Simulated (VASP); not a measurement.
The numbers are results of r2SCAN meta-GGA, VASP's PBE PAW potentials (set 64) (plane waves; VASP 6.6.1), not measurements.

The input files of a VASP run:

File KPOINTS:
```
Regular mesh
0
G
16 16 16
0 0 0
```

POSCAR:
```
Ir
1.0
  0.0000000000   1.9065807969   1.9065807969
  1.9065807969   0.0000000000   1.9065807969
  1.9065807969   1.9065807969   0.0000000000
Ir
1
Cart
  0.0000000000   0.0000000000   0.0000000000
```

**INCAR**
```
# general
SYSTEM  = Ir
PREC    = Accurate
ENCUT   = 520
LREAL   = F
LASPH   = T

# electronic loop
EDIFF   = 1E-7
NELM    = 100
ALGO    = Normal
LMAXMIX = 6
LMIXTAU = T

# smearing
ISMEAR  = 1
SIGMA   = 0.1

# functional
METAGGA = R2SCAN

# ions
ISIF    = 2

# output
LWAVE   = F
LCHARG  = F
```

POTCAR, in this order: Ir (PBE.64 set). Program: vasp_std.

The resulting files:

### OUTCAR
```
 ion  position               nearest neighbor table
   1  0.000  0.000  0.000-
  LATTYP: Found a face centered cubic cell.
 ALAT       =     3.8131615938
 Subroutine PRICEL returns:
 Original cell was already a primitive cell.
 Subroutine GETGRP returns: Found 48 space group operations
The static configuration has the point symmetry O_h .
The dynamic configuration has the point symmetry O_h .
 Subroutine INISYM returns: Found 48 space group operations
 Subroutine IBZKPT returns following result:
 Found    145 irreducible k-points:

 Following reciprocal coordinates:
            Coordinates               Weight
  0.000000  0.000000  0.000000      1.000000
  0.062500  0.000000  0.000000      8.000000
  0.125000  0.000000  0.000000      8.000000
  0.187500  0.000000  0.000000      8.000000
  0.250000  0.000000  0.000000      8.000000
  0.312500  0.000000  0.000000      8.000000
  0.375000  0.000000  0.000000      8.000000
  0.437500  0.000000  0.000000      8.000000
  0.500000  0.000000  0.000000      4.000000
  0.062500  0.062500  0.000000      6.000000
...
```

OSZICAR:
```
       N       E                     dE             d eps       ncg     rms          rms(c)
DAV:   1    -0.116880982037E+01   -0.11688E+01   -0.46316E+03  2336   0.106E+03
DAV:   2    -0.539631697263E+02   -0.52794E+02   -0.51277E+02  2360   0.213E+02
DAV:   3    -0.546060405383E+02   -0.64287E+00   -0.64130E+00  3160   0.321E+01
DAV:   4    -0.546111273454E+02   -0.50868E-02   -0.50861E-02  3056   0.211E+00
DAV:   5    -0.546111617659E+02   -0.34421E-04   -0.34418E-04  3376   0.112E-01    0.168E+01
DAV:   6    -0.518828336492E+02    0.27283E+01   -0.24350E+00  2616   0.199E+01    0.575E+00
DAV:   7    -0.522078270121E+02   -0.32499E+00   -0.25594E-01  2344   0.542E+00    0.362E+00
DAV:   8    -0.520450652228E+02    0.16276E+00   -0.30734E-01  2320   0.446E+00    0.116E+00
DAV:   9    -0.523359030039E+02   -0.29084E+00   -0.10182E-01  2368   0.243E+00    0.198E-01
DAV:  10    -0.523374124563E+02   -0.15095E-02   -0.40315E-03  2736   0.627E-01    0.172E-01
DAV:  11    -0.523359462399E+02    0.14662E-02   -0.23346E-03  2744   0.547E-01    0.107E-01
DAV:  12    -0.523397767499E+02   -0.38305E-02   -0.21925E-03  2600   0.446E-01    0.161E-02
DAV:  13    -0.523398985250E+02   -0.12178E-03   -0.19795E-04  3184   0.120E-01    0.206E-02
DAV:  14    -0.523399013566E+02   -0.28316E-05   -0.42794E-06  2704   0.202E-02    0.115E-02
DAV:  15    -0.523399035566E+02   -0.22000E-05   -0.25758E-06  2640   0.185E-02    0.630E-03
DAV:  16    -0.523399041968E+02   -0.64014E-06   -0.60696E-07  2464   0.813E-03    0.255E-03
DAV:  17    -0.523399042420E+02   -0.45199E-07   -0.17924E-07  2184   0.466E-03
   1 F= -.52339904E+02 E0= -.52339716E+02  d E =-.563794E-03
```

OUTCAR:
```
------------------------ aborting loop because EDIFF is reached ----------------------------------------
  FORCE on cell =-STRESS in cart. coord.  units (eV):
  Direction    XX          YY          ZZ          XY          YZ          ZX
  --------------------------------------------------------------------------------------
  Total        1.1124863      1.1124863      1.1124863     -0.0000000      0.0000000     -0.0000000
  in kB      128.5907177    128.5907177    128.5907177     -0.0000000      0.0000000     -0.0000000
  external PRESSURE =     128.5907177 kB  Pullay stress =       0.0000000 kB
  volume of cell :       13.86
      direct lattice vectors                 reciprocal lattice vectors
     0.000000000  1.906580797  1.906580797    -0.262249573  0.262249573  0.262249573
     1.906580797  0.000000000  1.906580797     0.262249573 -0.262249573  0.262249573
     1.906580797  1.906580797  0.000000000     0.262249573  0.262249573 -0.262249573
 POSITION                                       TOTAL-FORCE (eV/Angst)
 -----------------------------------------------------------------------------------
      0.00000      0.00000      0.00000         0.000000     -0.000000     -0.000000
 -----------------------------------------------------------------------------------
    total drift:                               -0.000000     -0.000000      0.000000
  FREE ENERGIE OF THE ION-ELECTRON SYSTEM (eV)
  ---------------------------------------------------
  free  energy   TOTEN  =       -52.3399042420 eV

  energy  without entropy=      -52.3393404479  energy(sigma->0) =      -52.33971631
```
(Selected blocks of OUTCAR.)

The compound is Ir in the fcc structure. This cell is one point of a volume scan, at 0.97 of the reference volume.
